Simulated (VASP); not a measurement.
Input:

```xyz
2
Lattice="2.8665 0.0000 0.0000 0.0000 2.8665 0.0000 0.0000 0.0000 3.5710" Properties=species:S:1:pos:R:3 pbc="T T T"
Cu     0.0000     0.0000     0.0000
Au     1.4332     1.4332     1.7855
```

Method: rev-vdW-DF2, VASP's PBE PAW potentials (set 64) (plane waves; VASP 6.6.1). Settings: 520 eV cut-off, 13×13×10 Γ-centred mesh, first-order Methfessel-Paxton smearing of 0.10 eV, potentials Cu Au.

Unless said otherwise, spin-orbit coupling is left out, though it shifts the bands of the heavy elements here.

### Question
What does the run give for the energy per atom (σ→0), band gap (on the k-mesh) with the smallest direct gap where there is one?

### Answer

The band gap (on the k-mesh) is none (metal, semimetal or under 0.01 eV). The energy per atom (σ→0) comes out as -1.173 eV/atom.

The compound is CuAu in the L1_0 structure. It was relaxed first.
